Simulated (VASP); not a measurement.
Data:

```
CELL_PARAMETERS angstrom
     -1.61165     1.61165     3.93185
      1.61165    -1.61165     3.93185
      1.61165     1.61165    -3.93185
ATOMIC_POSITIONS crystal
  Si 0.66531 0.66531 0.00000
  Si 0.33469 0.33469 0.00000
  W  0.00000 0.00000 0.00000
```

Calculation: rev-vdW-DF2, VASP's PBE PAW potentials (set 64) (plane waves; VASP 6.6.1). Run with 520 eV cut-off, 15×15×15 Γ-centred mesh, tetrahedra with Blöchl corrections, potentials Si W_sv.

The cores are frozen, which limits the accuracy of field gradients.

Give the principal components of the electric field gradient (V/Å²) and the asymmetry η at each nucleus.

| atom | Vxx | Vyy | Vzz | η |
|---|---|---|---|---|
| Si1 | 4.5 | 4.5 | -8.9 | 0.00 |
| Si2 | 4.5 | 4.5 | -8.9 | 0.00 |
| W3 | 68.0 | 68.0 | -136.0 | 0.00 |

The compound is WSi2 in the MoSi2 type structure. It was relaxed first.
